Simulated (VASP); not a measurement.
Computed with PBEsol GGA, VASP's PBE PAW potentials (set 64) (plane waves; VASP).

Input for VASP

POSCAR:
```
SrPd
1
    2.0832160000    -5.5551570000     0.0000000000
    2.0832160000     5.5551570000     0.0000000000
    0.0000000000     0.0000000000     4.4304990000
Sr Pd
2 2
Direct
  0.8408090000   0.1201980000   0.7521410000
  0.1350880000   0.8464190000   0.2395660000
  0.5727580000   0.4438500000   0.7541180000
  0.4513450000   0.5895330000   0.2541740000
```

**INCAR**
```
SYSTEM = SrPd
PREC = Accurate
ENCUT = 300
EDIFF = 1E-6
NELM = 100
ALGO = Normal
LREAL = .FALSE.
LASPH = .TRUE.
ISMEAR = -1
SIGMA = 0.136
GGA = PS
LMAXMIX = 4
LWAVE = .FALSE.
LCHARG = .FALSE.
ISIF = 2
```

### KPOINTS
```
Automatic mesh
0
Gamma
6 6 5
0 0 0
```

POTCAR, in this order: Sr_sv Pd (PBE.64 set). Program: vasp_std.

**Question.** What will the output report for the number of irreducible k-points (NKPTS), largest plane-wave count, number of space-group operations, FFT grid (NGX, NGY, NGZ)?

**Answer.** 
The number of irreducible k-points (NKPTS) is 92 and the largest plane-wave count comes out as 1225. The number of space-group operations comes out as 1 and the FFT grid (NGX, NGY, NGZ) comes out as 36 × 36 × 28.

The structure comes from a computed database's SrPd entry (Cmcm); how it stands against other phases isn't given here. The cell was not relaxed at this level, atoms are displaced from their ideal sites.
